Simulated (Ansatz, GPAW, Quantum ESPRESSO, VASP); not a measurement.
Code comparison for YCo2B2 (I4/mmm, 5 atoms in the cell)

Self-consistent single point.

```
Y(CoB)2
1.0
   -1.74986     1.74986     4.65971
    1.74986    -1.74986     4.65971
    1.74986     1.74986    -4.65971
Y Co B
1 2 2
Direct
  0.00000   0.00000   0.00000
  0.75000   0.25000   0.50000
  0.25000   0.75000   0.50000
  0.65466   0.65466   0.00000
  0.34534   0.34534   0.00000
```

Shared settings, as Ansatz (a first-principles code) writes them: kpoints.mp_grid.grid = 3 3 3; scf.occupations.method = fermi_dirac; scf.occupations.width = 0.0073 Ry. Potentials and cutoffs stand in the table.

```json
[
 {"code": "Quantum ESPRESSO", "model": "LDA (PZ), GBRV 1.5 ultrasoft (LDA) pseudopotentials", "pressure (GPa)": "-2.73", "largest force (eV/Å)": "0.153", "cutoff": "50 Ry"},
 {"code": "Ansatz", "model": "LDA (PW92), PAW files made with PBE", "pressure (GPa)": "-2.64", "largest force (eV/Å)": "0.132", "cutoff": "30.9 Ry"},
 {"code": "GPAW", "model": "LDA (Perdew-Wang 92), GPAW PAW datasets LDA (gpaw-data 1.0.1)", "pressure (GPa)": "–", "largest force (eV/Å)": "0.225", "cutoff": "950 eV"},
 {"code": "VASP", "model": "LDA (PZ), VASP's LDA PAW potentials (set 64)", "pressure (GPa)": "-2.40", "largest force (eV/Å)": "0.165", "cutoff": "400 eV"}
]
```

A dash marks a value that a program does not give, or that is left out as unsure.

On Ansatz's run: spin polarisation is off.

The spread over the programs that give each value: pressure within 0.33 GPa; largest force within 0.093 eV/Å.

Ansatz's pressure is given at a fixed set of plane waves, as the other plane-wave codes print theirs; with its correction for the finite basis it is -2.53 GPa. The pressure of GPAW is left out: its cutoff lies under the one at which its stress was checked. The same LDA comes in different parametrisations, which differ slightly.

On the base mesh (11 11 11) the same programs gave: Quantum ESPRESSO pressure -2.82 GPa; Ansatz pressure -2.78 GPa; VASP pressure -2.69 GPa.

VASP's run is marked for a possible Pulay error in its stress at this cutoff; no cutoff test was made.

The starting cell comes from a database of computed structures (which also holds hypothetical and non-ambient phases and stackings), without a prior relaxation at this level. Its lattice was rescaled by a random factor within 2.5 % of one.

Left out of this page: FLEUR (not drawn, or without a comparable value).

Keys are those of Ansatz 0.2.
